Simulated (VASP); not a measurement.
Method: vdW-DF-cx, VASP's PBE PAW potentials (set 64) (plane waves; VASP 6.6.1).

The input files of a VASP run:

KPOINTS:
```
k-points along high-symmetry lines
15
Line-mode
Reciprocal
  0.000000   0.000000   0.000000 ! GAMMA
  0.000000   0.500000   0.000000 ! X

  0.000000   0.500000   0.000000 ! X
  0.500000   0.500000   0.000000 ! M

  0.500000   0.500000   0.000000 ! M
  0.000000   0.000000   0.000000 ! GAMMA

  0.000000   0.000000   0.000000 ! GAMMA
  0.500000   0.500000   0.500000 ! R

  0.500000   0.500000   0.500000 ! R
  0.000000   0.500000   0.000000 ! X

  0.500000   0.500000   0.500000 ! R
  0.500000   0.500000   0.000000 ! M
```

File POSCAR:
```
AuZn
1
    3.1392325839    -0.0000000000     0.0000000000
    0.0000000000     3.1392325839     0.0000000000
   -0.0000000000    -0.0000000000     3.1392325839
Zn Au
1 1
Direct
  0.5000000000   0.5000000000   0.5000000000
  0.0000000000   0.0000000000   0.0000000000
```

INCAR:
```
! general
SYSTEM  =AuZn
PREC    =Accurate
ENCUT   =520
LREAL   =F
LASPH   =T
ICHARG  =11

! electronic loop
EDIFF   =1E-7
NELM    =100
ALGO    =Normal
LMAXMIX =6

! smearing
ISMEAR  =0
SIGMA   =0.05

! functional
GGA     =CX
LUSE_VDW=T
AGGAC   =0.0

! output
LWAVE   =F
LCHARG  =F
LORBIT  =11
```

POTCAR, in this order: Zn Au (PBE.64 set). Program: vasp_std. Read from the step before: CHGCAR.

The resulting files:

**OSZICAR**
```
       N       E                     dE             d eps       ncg     rms          rms(c)
DAV:   1     0.135253340756E+03    0.13525E+03   -0.11905E+04  2764   0.200E+03
DAV:   2     0.582879907747E+01   -0.12942E+03   -0.12359E+03  2833   0.347E+02
DAV:   3     0.161943982318E+01   -0.42094E+01   -0.41886E+01  3323   0.709E+01
DAV:   4     0.159288283675E+01   -0.26557E-01   -0.26555E-01  3204   0.496E+00
DAV:   5     0.159254511680E+01   -0.33772E-03   -0.33772E-03  3323   0.554E-01
DAV:   6     0.159253709716E+01   -0.80196E-05   -0.80197E-05  3358   0.747E-02
DAV:   7     0.159253686852E+01   -0.22864E-06   -0.22793E-06  3260   0.136E-02
DAV:   8     0.159253686370E+01   -0.48126E-08   -0.57425E-08  2517   0.216E-03
   1 F= 0.15925369E+01 E0= 0.15930776E+01  d E =-.108155E-02
```

### OUTCAR
```
 val. band max:        8.0217758721   @ k =   0.5000   0.5000   0.1786

 cond. band min:       8.0415176906   @ k =   0.2857   0.2857   0.0000



 k-point     1 :       0.0000    0.0000    0.0000
  band No.  band energies     occupation
      1      -3.6713      2.00000
      2      -1.1362      2.00000
      3      -1.1362      2.00000
      4      -0.4348      2.00000
      5      -0.4348      2.00000
      6      -0.4348      2.00000
      7       1.5849      2.00000
      8       1.5849      2.00000
      9       3.2917      2.00000
     10       3.2917      2.00000
     11       3.2917      2.00000
     12      12.0156      0.00000
     13      12.0156      0.00000
     14      12.0156      0.00000
     15      15.8853      0.00000

 k-point     2 :       0.0000    0.0357    0.0000
  band No.  band energies     occupation
      1      -3.6484      2.00000
      2      -1.1311      2.00000
      3      -1.1293      2.00000
      4      -0.4351      2.00000
      5      -0.4351      2.00000
      6      -0.4329      2.00000
      7       1.5811      2.00000
      8       1.5912      2.00000
      9       3.2737      2.00000
     10       3.2737      2.00000
     11       3.2898      2.00000
     12      11.8080      0.00000
     13      12.0593      0.00000
     14      12.0593      0.00000
     15      16.0299      0.00000

 k-point     3 :       0.0000    0.0714    0.0000
  band No.  band energies     occupation
      1      -3.5799      2.00000
      2      -1.1160      2.00000
      3      -1.1087      2.00000
      4      -0.4359      2.00000
      5      -0.4359      2.00000
      6      -0.4271      2.00000
      7       1.5700      2.00000
      8       1.6100      2.00000
      9       3.2212      2.00000
     10       3.2212      2.00000
     11       3.2841      2.00000
     12      11.2801      0.00000
     13      12.1887      0.00000
     14      12.1887      0.00000
     15      16.3562      0.00000

...
```

The density is held fixed in this step, so its total energy and stress have no physical meaning. Unless said otherwise, spin-orbit coupling is left out, though it shifts the bands of the heavy elements here.

The compound is AuZn in the CsCl type structure. It was relaxed first. The electron count is odd and the run is not spin-polarised, which forces a metal.
